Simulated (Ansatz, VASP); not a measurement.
# Ta2H2NO2 (Ta2N(OH)2 MXene monolayer): VASP beside Ansatz, part 2 of 2

One calculation is typed for both programs; each brings its own data sets. How far apart do they land? The structure shown is the start of the Ansatz relaxation below; VASP solves that cell, so the two are compared at the walk's first step.

VASP 6.6.1 and Ansatz 0.2.0.

So far: The structure; Ansatz: relaxation, PBE with D3(BJ).

## (3) VASP: single point, PBE with D3(BJ), start cell

Level of this step: PBE with D3(BJ); plane waves and PAW (H, O, Ta_pv, N) (VASP).

The same cell, functional, mesh and smearing now go to VASP, with its own data sets.

Lines of VASP's logs that name or quote its potential files are left out, and so is its time.

INCAR

```
SYSTEM = Ta2H2NO2
PREC = Accurate
ENCUT = 520
EDIFF = 1E-06
NELM = 120
ISMEAR = -1
SIGMA = 0.05
LREAL = .FALSE.
ALGO = Normal
GGA = PE
IVDW = 12
NBANDS = 27
LASPH = .TRUE.
LORBIT = 11
LWAVE = .FALSE.
LCHARG = .FALSE.
ISIF = 2
LDIPOL = .TRUE.
IDIPOL = 3
DIPOL = 0.5 0.5 0.5
LVHAR = .TRUE.
GGA_COMPAT = .FALSE.
NELMDL = -8
KPAR = 2
```

POSCAR

```
Ta2H2NO2
1.0
    3.1545800000      0.0000000000      0.0000000000
   -1.5772900000      2.7319460000      0.0000000000
    0.0000000000      0.0000000000     44.7816890000
H O Ta N
2 2 2 1
Direct
    0.3333334553      0.6666669107      0.4231640303
    0.6666667277      0.3333334553      0.5768359697
    0.3333334553      0.6666669107      0.4450479749
    0.6666667277      0.3333334553      0.5549520251
    0.6666667277      0.3333334553      0.4722048559
    0.3333334553      0.6666669107      0.5277951441
    0.0000000000      0.0000000000      0.4999999888
```

KPOINTS

```
Automatic mesh
0
Gamma
12 12 1
0 0 0
```

Potentials, in the order of the species: H, O, Ta_pv and N (PBE family, release 64).

Launch:

```
$ mpirun -np 2 vasp_std
```

Numbers of over 12 decimals in the logs are rounded to 6 here.

Output:

```text
[banner, memory and clock lines left out]
running    2 mpi-ranks, on    1 nodes
 distrk:  each k-point on    1 cores,    2 groups
 distr:  one band on    1 cores,    1 groups

 POSCAR found type information on POSCAR H O TaN
 POSCAR found :  4 types and       7 ions
 LDA part: xc-table for (Slater+PW92), standard interpolation
 POSCAR, INCAR and KPOINTS ok, starting setup
 FFT: planning ... GRIDC
 FFT: planning ... GRID_SOFT
 FFT: planning ... GRID
 WAVECAR not read
 entering main loop
       N       E                     dE             d eps       ncg     rms          rms(c)
DAV:   1     0.355370195798E+03    0.35537E+03   -0.19150E+04  1298   0.114E+03
DAV:   2    -0.870758409199E+01   -0.36408E+03   -0.35722E+03  1453   0.278E+02
DAV:   3    -0.601226679603E+02   -0.51415E+02   -0.50744E+02  1195   0.105E+02
DAV:   4    -0.621377245771E+02   -0.20151E+01   -0.19490E+01  1393   0.210E+01
DAV:   5    -0.621957212255E+02   -0.57997E-01   -0.56689E-01  1369   0.278E+00
DAV:   6    -0.621983643729E+02   -0.26431E-02   -0.26049E-02  1412   0.480E-01
DAV:   7    -0.621984851840E+02   -0.12081E-03   -0.12016E-03  1380   0.853E-02
DAV:   8    -0.621984940271E+02   -0.88431E-05   -0.87998E-05  1204   0.170E-02    0.310E+01
DAV:   9    -0.550746182651E+02    0.71239E+01   -0.46673E+01  1287   0.372E+01    0.137E+01
DAV:  10    -0.548251220070E+02    0.24950E+00   -0.27031E+00  1372   0.914E+00    0.714E+00
DAV:  11    -0.547820126293E+02    0.43109E-01   -0.37524E-01  1323   0.420E+00    0.911E-01
DAV:  12    -0.547684647187E+02    0.13548E-01   -0.95501E-02  1428   0.170E+00    0.236E-01
DAV:  13    -0.547684416499E+02    0.23069E-04   -0.11720E-02  1366   0.590E-01    0.130E-01
DAV:  14    -0.547683333708E+02    0.10828E-03   -0.15023E-03  1361   0.235E-01    0.674E-02
[...]
DAV:  18    -0.547680723376E+02   -0.46386E-04   -0.52759E-05  1191   0.233E-02    0.493E-03
DAV:  19    -0.547681357108E+02   -0.63373E-04   -0.22556E-05  1085   0.119E-02    0.330E-03
DAV:  20    -0.547681823656E+02   -0.46655E-04   -0.13964E-05  1111   0.859E-03    0.223E-03
DAV:  21    -0.547681984841E+02   -0.16119E-04   -0.40439E-06   917   0.528E-03    0.118E-03
DAV:  22    -0.547682085777E+02   -0.10094E-04   -0.16714E-06   873   0.324E-03    0.756E-04
DAV:  23    -0.547682134684E+02   -0.48907E-05   -0.55937E-07   852   0.232E-03    0.527E-04
DAV:  24    -0.547682165876E+02   -0.31192E-05   -0.28476E-07   771   0.114E-03    0.186E-04
DAV:  25    -0.547682175488E+02   -0.96119E-06   -0.43041E-08   609   0.737E-04
   1 F= -.56059811E+02 E0= -.56045206E+02  d E =-.292086E-01
```

OUTCAR, selected parts (step 3):

```text
ion  position               nearest neighbor table
   1  0.333  0.667  0.423-   3 0.98
   2  0.667  0.333  0.577-   4 0.98
   3  0.333  0.667  0.445-   1 0.98   5 2.19   5 2.19   5 2.19
   4  0.667  0.333  0.555-   2 0.98   6 2.19   6 2.19   6 2.19
   5  0.667  0.333  0.472-   3 2.19   3 2.19   3 2.19   7 2.21   7 2.21   7 2.21   6 3.08   6 3.08
                             6 3.08
   6  0.333  0.667  0.528-   4 2.19   4 2.19   4 2.19   7 2.21   7 2.21   7 2.21   5 3.08   5 3.08
                             5 3.08
   7  0.000  0.000  0.500-   5 2.21   5 2.21   5 2.21   6 2.21   6 2.21   6 2.21

  LATTYP: Found a hexagonal cell.
 ALAT       =     3.1545800000
 C/A-ratio  =    14.1957690089

 Subroutine GETGRP returns: Found 12 space group operations
 (whereof 12 operations were pure point group operations)

The static configuration has the point symmetry D_3d.

 Found     19 irreducible k-points:

   k-points           NKPTS =     19   k-points in BZ     NKDIM =     19   number of bands    NBANDS=     27

   dimension x,y,z NGX =    24 NGY =   24 NGZ =  336
   dimension x,y,z NGXF=    48 NGYF=   48 NGZF=  672

   ENCUT  =  520.0 eV  38.22 Ry    6.18 a.u.   5.87  5.87 83.26*2*pi/ulx,y,z

   NELECT =      41.0000    total number of electrons

 k-points in reciprocal lattice and weights: Automatic mesh
   0.00000000  0.00000000  0.00000000       0.007
   0.08333333 -0.00000000  0.00000000       0.042
   0.16666667 -0.00000000  0.00000000       0.042
   0.25000000 -0.00000000  0.00000000       0.042
   0.33333333 -0.00000000  0.00000000       0.042
   0.41666667 -0.00000000  0.00000000       0.042
   0.50000000 -0.00000000  0.00000000       0.021
   0.08333333  0.08333333  0.00000000       0.042
   0.16666667  0.08333333  0.00000000       0.083
[...]
0.33333333  0.25000000  0.00000000       0.083
   0.33333333  0.33333333  0.00000000       0.014

 dipolmoment           0.000000      0.000000      0.000002 electrons x Angstroem

 average (electrostatic) potential at core
       1 -43.9467       2 -43.9466       3 -80.6557       4 -80.6557       5 -45.8179
       6 -45.8178       7 -72.3425

 E-fermi :  -1.1865

 k-point     1 :       0.0000    0.0000    0.0000
  band No.  band energies     occupation
    ...
     19      -2.9706      2.00000
     20      -2.6431      2.00000
     21      -2.6431      2.00000
     22      -1.9181      2.00000
     23      -1.5532      1.99870
     24      -1.1263      0.46200
     25      -0.4947      0.00000
     26      -0.4947      0.00000
     27       0.3688      0.00000

 k-point     2 :       0.0833   -0.0000    0.0000
  band No.  band energies     occupation
    ...
     19      -3.0377      2.00000
     20      -2.7313      2.00000
     21      -2.4531      2.00000
     22      -1.6712      1.99988
     23      -1.5125      1.99706
     24      -0.8860      0.00491
     25      -0.6535      0.00005
     26      -0.3721      0.00000
     27       0.4033      0.00000

 k-point     3 :       0.1667   -0.0000    0.0000
  band No.  band energies     occupation
    ...
     18      -6.8782      2.00000
     19      -3.6298      2.00000
     20      -2.3801      2.00000
     21      -1.9569      2.00000
     22      -1.4270      1.98384
     23      -1.0668      0.16727
     24      -0.8910      0.00541
     25      -0.3902      0.00000
     26      -0.0305      0.00000
     27       0.6342      0.00000

 Edisp (eV)   -1.29159

  Total      -2.07621    -2.07621     1.07867     0.00000    -0.00000     0.00000
  in kB      -8.61920    -8.61920     4.47801     0.00000    -0.00000     0.00000
  external pressure =       -4.25 kB  Pullay stress =        0.00 kB

  energy-cutoff  :      520.00
  volume of cell :      385.93
      direct lattice vectors                 reciprocal lattice vectors
     3.154580000  0.000000000  0.000000000     0.316999410  0.183019723  0.000000000
    -1.577290000  2.731946000  0.000000000     0.000000000  0.366039446  0.000000000
     0.000000000  0.000000000 44.781689000     0.000000000  0.000000000  0.022330556

 POSITION                                       TOTAL-FORCE (eV/Angst)
 -----------------------------------------------------------------------------------
     -0.00000      1.82130     18.95000         0.000000     -0.000000     -0.666822
      1.57729      0.91065     25.83169        -0.000000     -0.000000      0.666822
     -0.00000      1.82130     19.93000        -0.000000     -0.000000     -0.792797
      1.57729      0.91065     24.85169         0.000000      0.000000      0.792797
      1.57729      0.91065     21.14613         0.000000     -0.000000      2.936625
     -0.00000      1.82130     23.63556        -0.000000      0.000000     -2.936625
      0.00000      0.00000     22.39084         0.000000     -0.000000     -0.000000
 -----------------------------------------------------------------------------------
    total drift:                                0.000000     -0.001526      0.000635

  FREE ENERGIE OF THE ION-ELECTRON SYSTEM (eV)
  ---------------------------------------------------
  free  energy   TOTEN  =       -56.0598106424 eV

  energy  without entropy=      -56.0306019949  energy(sigma->0) =      -56.04520632

 vacuum level on the upper side and lower side of the slab         1.830         1.830

 total charge
# of ion       s       p       d       tot
------------------------------------------
    1        0.597   0.121   0.000   0.718
    2        0.597   0.121   0.000   0.718
    3        1.559   3.589   0.000   5.148
    4        1.559   3.589   0.000   5.148
    5        0.253   6.176   2.429   8.858
    6        0.253   6.176   2.429   8.858
    7        1.226   2.506   0.000   3.732
--------------------------------------------------
tot          6.043  22.279   4.857  33.180

[... 3 further parts left out ...]
```

This run has no spin polarisation. Its electron count is odd, so without a moment it is a metal by construction.

## (4) Differences

Known differences besides the potentials themselves: Ansatz cuts the interaction across the vacuum, VASP repeats the sheet with a dipole correction; the data sets hold 45 valence electrons in Ansatz (on its PAW soft_1 files) and 41 in VASP; the cutoff is 420 eV in Ansatz and 520 eV in VASP. Total energies have different zeros and are not compared.

Forces (eV/Å; atoms numbered as in POSCAR):

| atom | Ansatz x, y, z | VASP x, y, z |
| --- | --- | --- |
| H1 | 0.000, 0.000, -0.599 | 0.000, 0.000, -0.667 |
| H2 | 0.000, 0.000, 0.599 | 0.000, 0.000, 0.667 |
| O3 | 0.000, 0.000, -0.825 | 0.000, 0.000, -0.793 |
| O4 | 0.000, 0.000, 0.825 | 0.000, 0.000, 0.793 |
| Ta5 | 0.000, 0.000, 2.958 | 0.000, 0.000, 2.937 |
| Ta6 | 0.000, 0.000, -2.958 | 0.000, 0.000, -2.937 |
| N7 | 0.000, 0.000, 0.000 | 0.000, 0.000, 0.000 |

The forces differ by 24 meV/Å r.m.s., which is 2.5 % of the r.m.s. force of 0.961 eV/Å (both taken over all components). With vacuum in the cell, a pressure given here is an average over mostly empty space and none of the material.

## (5) Summary of results

| Quantity | Value |
| --- | --- |
| r.m.s. force difference (single point, PBE with D3(BJ), start cell) | 2.5 % of the r.m.s. force |

The r.m.s. force difference is 2.5 % of the r.m.s. force (single point, PBE with D3(BJ), start cell), within the 3 % picked in this series as the mark of a large difference. The data sets hold unlike numbers of valence electrons (45 in Ansatz and 41 in VASP), so part of the differences comes from the potentials. 1 further run of this series is not shown here. How closely two codes agree says nothing of how well the functional describes the real material.

[Lines on the potential files, build, host, timing and source positions are cut from VASP's logs without a mark.]

[Logs are printed without paths, hosts, clocks, repeated set-up lines and the standing remarks that a program may print on its own settings, such as how far it seeks lower states.]

[Hosts, paths, dates, database ids (printed as entryN), source tags and the programs' standing remarks are cut or masked in the printed files.]
